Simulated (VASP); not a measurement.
Data:

```
HfO2
1.0
    0.00000     2.53621     2.53621
    2.53621     0.00000     2.53621
    2.53621     2.53621     0.00000
Hf O
1 2
Direct
  0.00000   0.00000   0.00000
  0.25000   0.25000   0.25000
  0.75000   0.75000   0.75000
```

The numbers are results of PBE GGA, VASP's PBE PAW potentials (set 64) (plane waves; VASP), not measurements. Settings: 520 eV cut-off, Gaussian smearing of 0.050 eV, potentials Hf_pv O.

Unless said otherwise, spin-orbit coupling is left out, though it shifts the bands of the heavy elements here.

Q: Give the energies of bands 6 to 14 at the high-symmetry points, in eV from the valence-band maximum.

A: 
```csv
band,Γ,X,U,L,W
6,-5.33,-6.46,-5.80,-4.30,-5.29
7,-5.33,-3.46,-4.02,-4.30,-5.05
8,-5.33,-3.46,-3.34,-3.04,-2.55
9,-0.61,-1.52,-2.23,-2.73,-2.55
10,-0.61,-1.52,-1.30,-1.83,-1.39
11,-0.61,0.00,-0.34,-1.83,-0.21
12,3.88,3.80,4.32,4.60,4.82
13,3.88,5.50,5.42,4.60,5.15
14,5.83,6.62,6.91,6.97,7.07
```

The gap is direct, 3.80 eV, from the valence maximum at X to the conduction minimum at X.

The compound is HfO2 in the fluorite structure, the high-temperature cubic form, which is unstable at 0 K; the monoclinic form is the stable one. It was relaxed first.
